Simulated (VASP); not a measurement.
## BH2F3: single point with PBE+D3(BJ)

BH2F3:

```
CELL_PARAMETERS angstrom
7.98957 0.00000 0.00000
0.00000 7.98957 0.00000
0.00000 0.00000 7.98957
ATOMIC_POSITIONS crystal
B 0.71094 0.54670 0.05884
B 0.44986 0.00971 0.95692
B 0.89791 0.31287 0.51536
B 0.62096 0.67355 0.64035
B 0.25058 0.88385 0.50563
F 0.59352 0.66414 0.03822
F 0.82926 0.55526 0.17156
F 0.70557 0.41494 0.96315
F 0.60643 0.00101 0.89555
F 0.38485 0.14583 0.02934
F 0.34564 0.87243 0.98324
F 0.99373 0.30666 0.65213
F 0.96107 0.28292 0.36023
F 0.74099 0.35132 0.52445
F 0.77101 0.69069 0.70038
F 0.48558 0.66701 0.73339
F 0.59121 0.65434 0.47363
F 0.40530 0.96352 0.50699
F 0.13412 0.99639 0.55271
F 0.25210 0.72601 0.46771
H 0.97863 0.09653 0.86141
H 0.92991 0.01163 0.83074
H 0.33993 0.28331 0.55442
H 0.41806 0.30323 0.58942
H 0.81996 0.86963 0.31032
H 0.80395 0.96654 0.30311
H 0.54903 0.29416 0.27745
H 0.51097 0.38906 0.24994
H 0.01416 0.81117 0.06231
H 0.05178 0.72473 0.09797
```

The cell was built by a generator and needn't be a form met in nature.

```json
{
 "Program": "VASP 6.6.1",
 "Task": "single point",
 "Functional": "PBE",
 "Dispersion": "D3(BJ)",
 "Potentials or basis": "VASP PAW PBE potentials, release 64 (B, F, H)",
 "Cutoff": "520 eV",
 "k mesh": "1 × 1 × 1",
 "Occupations": "fermi-dirac, width 0.05 eV",
 "Spin": "no spin polarisation",
 "Dipole correction": "no",
 "Further INCAR settings": "LREAL = Auto; ALGO = Normal; EDIFF = 1e-06; NBANDS = 86"
}
```

```
Pressure                   : -0.4 GPa
Largest force              : 3.716 eV/Å
Band gap on the k mesh     : 7.74 eV, direct
Dispersion energy per atom : -0.029 eV
```

Forces in eV/Å, atoms in the order of the input:
```
B   -0.833  0.549  0.096
B   -1.094 -1.373  1.578
B    1.997 -0.447 -0.986
B   -1.547 -0.548 -2.176
B    2.200  2.930  0.624
F    0.570 -0.101  0.561
F    0.428  0.364  0.769
F   -0.027 -1.145 -1.073
F   -1.287  0.078  0.089
F    0.654  0.241 -0.707
F    1.511  1.291 -1.038
F   -0.180  0.177 -0.522
F   -0.064  0.029  1.125
F   -1.566  0.265  0.458
F    1.123  0.212  0.400
F   -0.311  0.064  0.596
F    0.805  0.260  0.799
F   -0.713 -0.895 -0.170
F   -0.479 -1.605 -0.434
F   -1.175 -0.558 -0.151
H   -0.866 -1.535 -0.473
H    0.855  1.435  0.608
H   -1.690 -0.380 -0.698
H    1.655  0.470  0.781
H   -0.209  1.069 -0.061
H    0.175 -1.020  0.090
H   -0.780  2.019 -0.622
H    0.691 -1.966  0.611
H    0.659 -1.260  0.516
H   -0.504  1.381 -0.591
```

Stress tensor (GPa, compression positive):
```
 0.33 -0.05  0.32
-0.05 -1.19  0.50
 0.32  0.50 -0.32
```

Levels at points of the mesh, in eV from the valence-band top:
```tsv
k point	band 63	band 64	band 65	band 66	band 67	band 68
(0.00, 0.00, 0.00)	-0.29	-0.17	0.00	7.74	8.31	8.43
```

Wall time 49 s on 1 thread of Intel(R) Xeon(R) 6975P-C (Granite Rapids) (shared host), peak memory 0.44 GiB.

As with any semilocal functional, this PBE gap is likely too small.
